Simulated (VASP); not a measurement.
Output of a VASP run:

**OSZICAR**
```
       N       E                     dE             d eps       ncg     rms          rms(c)
DAV:   1     0.197305491656E+03    0.19731E+03   -0.97891E+03   812   0.148E+03
DAV:   2     0.503504449334E+02   -0.14696E+03   -0.14328E+03   854   0.353E+02
DAV:   3     0.397611405918E+02   -0.10589E+02   -0.10227E+02  1100   0.985E+01
DAV:   4     0.395565826123E+02   -0.20456E+00   -0.20446E+00   856   0.156E+01
DAV:   5     0.395505241999E+02   -0.60584E-02   -0.60583E-02  1118   0.271E+00    0.333E+00
DAV:   6     0.434494757399E+02    0.38990E+01   -0.67270E+00   836   0.347E+01    0.188E+00
DAV:   7     0.430692158169E+02   -0.38026E+00   -0.31498E-01   860   0.860E+00    0.150E+00
DAV:   8     0.434269452717E+02    0.35773E+00   -0.77806E-01  1036   0.616E+00    0.953E-01
DAV:   9     0.430520070103E+02   -0.37494E+00   -0.24802E-01   812   0.643E+00    0.882E-01
DAV:  10     0.430512260544E+02   -0.78096E-03   -0.40043E-03  1048   0.714E-01    0.905E-01
DAV:  11     0.430559963992E+02    0.47703E-02   -0.29499E-03   980   0.955E-01    0.803E-01
DAV:  12     0.430620884329E+02    0.60920E-02   -0.11856E-02  1034   0.161E+00    0.194E-01
DAV:  13     0.430574048302E+02   -0.46836E-02   -0.68338E-03   840   0.622E-01    0.110E-01
DAV:  14     0.430576424673E+02    0.23764E-03   -0.13184E-03   812   0.559E-01    0.770E-02
DAV:  15     0.430571486020E+02   -0.49387E-03   -0.28507E-04   812   0.194E-01    0.150E-02
DAV:  16     0.430570398211E+02   -0.10878E-03   -0.59122E-05  1046   0.120E-01    0.109E-02
DAV:  17     0.430570371475E+02   -0.26736E-05   -0.58675E-06   836   0.296E-02    0.680E-03
DAV:  18     0.430570299056E+02   -0.72418E-05   -0.36581E-06   896   0.274E-02    0.869E-03
DAV:  19     0.430570294810E+02   -0.42464E-06   -0.20298E-06   916   0.150E-02    0.328E-03
DAV:  20     0.430570289959E+02   -0.48509E-06   -0.42545E-07   866   0.621E-03    0.115E-03
DAV:  21     0.430570289975E+02    0.15600E-08   -0.27414E-07   830   0.105E-02
   1 F= 0.43057029E+02 E0= 0.43057054E+02  d E =-.500111E-04
```

OUTCAR:
```
------------------------ aborting loop because EDIFF is reached ----------------------------------------
  FORCE on cell =-STRESS in cart. coord.  units (eV):
  Direction    XX          YY          ZZ          XY          YZ          ZX
  --------------------------------------------------------------------------------------
  Total        1.2439012      1.2439012      1.2439012     -0.0000000     -0.0000000     -0.0000000
  in kB       36.2202217     36.2202217     36.2202217     -0.0000000     -0.0000000     -0.0000000
  external PRESSURE =      36.2202217 kB  Pullay stress =       0.0000000 kB
  volume of cell :       55.02
      direct lattice vectors                 reciprocal lattice vectors
     0.000000000  3.018828580  3.018828580    -0.165627159  0.165627159  0.165627159
     3.018828580  0.000000000  3.018828580     0.165627159 -0.165627159  0.165627159
     3.018828580  3.018828580  0.000000000     0.165627159  0.165627159 -0.165627159
  FREE ENERGIE OF THE ION-ELECTRON SYSTEM (eV)
  ---------------------------------------------------
  free  energy   TOTEN  =        43.0570289975 eV

  energy  without entropy=       43.0570790086  energy(sigma->0) =       43.05705400
```
(Selected blocks of OUTCAR.)

### POSCAR
```
PbSe
1
    0.0000000000     3.0188285801     3.0188285801
    3.0188285801     0.0000000000     3.0188285801
    3.0188285801     3.0188285801     0.0000000000
Pb Se
1 1
Direct
  0.0000000000   0.0000000000   0.0000000000
  0.5000000000   0.5000000000   0.5000000000
```

**Question.** Reconstruct the remaining input files.

**Answer.** This is not unique; one that fits is the input of the run itself, revTPSS meta-GGA, plane waves, VASP's PBE PAW potentials (set 64).

### KPOINTS
```
Automatic
0
gamma
  8 8 8
```

**INCAR**
```
SYSTEM = PbSe
PREC = Accurate; ENCUT = 520; LREAL = .False.
LASPH = .True.
EDIFF = 1E-7; NELM = 100; ALGO = Normal
LMAXMIX = 4; LMIXTAU = .True.
ISMEAR = 0; SIGMA = 0.05
METAGGA = RTPSS
ISIF = 2
LWAVE = .False.; LCHARG = .False.
```

POTCAR, in this order: Pb_d Se (PBE.64 set). Program: vasp_std.

The compound is PbSe in the rock salt structure. This cell is one point of a volume scan, at 0.94 of the reference volume.
